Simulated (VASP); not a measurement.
```
CELL_PARAMETERS angstrom
      0.00000     2.06751     2.06751
      2.06751     0.00000     2.06751
      2.06751     2.06751     0.00000
ATOMIC_POSITIONS crystal
  Li 0.00000 0.00000 0.00000
  F  0.50000 0.50000 0.50000
```

Calculation: PBE GGA, VASP's PBE PAW potentials (set 64) (plane waves; VASP). Settings: 520 eV cut-off, 11×11×11 Γ-centred mesh, Gaussian smearing of 0.050 eV, potentials Li_sv F.

### Question
Give the stress tensor in GPa (positive for a compressed cell).

### Answer

```
-3.41   0.00   0.00
 0.00  -3.41   0.00
 0.00   0.00  -3.41
```
The pressure is its mean diagonal, -3.41 GPa.

The compound is LiF in the rock salt structure. This cell is one point of a volume scan, at 1.06 of the reference volume.
